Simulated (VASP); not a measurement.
Energy against volume of Fe (bcc). Method: TPSS meta-GGA, VASP's PBE PAW potentials (set 64) (plane waves; VASP). Numerical set-up: 520 eV cut-off, 18×18×18 Γ-centred mesh, first-order Methfessel-Paxton smearing of 0.10 eV, potentials Fe.

```csv
V (Å³/atom),E (eV/atom)
10.667,-15.95016
10.997,-15.95851
11.326,-15.95297
11.656,-15.93487
```

Fit these four points and predict the energy of the run at 10.337 Å³/atom.

A cubic in V^(−2/3), the third-order Birch-Murnaghan form, passes through the four points with V0 = 11.02 Å³/atom and B0 = 224 GPa, and gives -15.9264 eV/atom there. The run gave -15.9260 eV/atom, +0.4 meV/atom from the fit; all five points give B0 = 225 GPa.

The compound is Fe in the bcc structure. It was relaxed first, which changed the volume by -7 %.
